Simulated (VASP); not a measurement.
Consider the following.

```xyz
2
Lattice="0.0000 2.9974 2.9974 2.9974 0.0000 2.9974 2.9974 2.9974 0.0000" Properties=species:S:1:pos:R:3 pbc="T T T"
Ca     0.0000     0.0000     0.0000
Se     2.9974     2.9974     2.9974
```

These are vdW-DF2, VASP's PBE PAW potentials (set 64) (plane waves; VASP) values and carry that method's errors. Run with 520 eV cut-off, 8×8×8 Γ-centred mesh, Gaussian smearing of 0.050 eV, potentials Ca_sv Se.

Question: The job: CaSe (rock salt), 2 atoms, vdW-DF2, static run, 520 eV, 8×8×8 Γ-centred mesh. Roughly how much core time does it take on a busy server core?

Answer: About 30 core-seconds (one run on a shared machine, a rough figure). It had 29 irreducible k-points, 12 bands, up to 1472 plane waves and 14 electronic steps.

The compound is CaSe in the rock salt structure. This cell is one point of a volume scan, at 0.97 of the reference volume.
